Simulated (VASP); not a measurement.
Data:

```xyz
2
Lattice="2.5666 0.0000 0.0000 0.0000 2.5666 0.0000 0.0000 0.0000 3.5093" Properties=species:S:1:pos:R:3 pbc="T T T"
Fe     0.0000     0.0000     0.0000
Pt     1.2833     1.2833     1.7546
```
Starting moments (μB, in the order of the record's atoms Fe Pt): 2.9 0.3.

Level of theory: PBEsol GGA, VASP's PBE PAW potentials (set 64) (plane waves; VASP). Settings: 500 eV cut-off, 14×14×10 Γ-centred mesh, first-order Methfessel-Paxton smearing of 0.10 eV, potentials Fe Pt.

Question: The ions, cell shape and volume at an external pressure of 45.0 GPa are relaxed. Which structure does the run end with?

Answer: 
```xyz
2
Lattice="2.5669 0.0000 0.0000 0.0000 2.5669 0.0000 0.0000 0.0000 3.5358" Properties=species:S:1:pos:R:3 pbc="T T T"
Fe     2.5669     2.5669     0.0000
Pt     1.2835     1.2835     1.7679
```
Space group P4/mmm (123), at a tolerance of 0.03 Å. The cell ends with 2.84 μB, on the sites 2.49 0.29 μB.

Question: How do energy and volume change from the first to the last step?

Answer: The energy (σ→0) changes by -26.6 meV/atom and the volume by +0.8 %, in 5 ionic steps.

The compound is FePt in the L1_0 structure. This run relaxes it under an external pressure of 45 GPa. Symmetry was kept, so distortions that lower it aren't found.
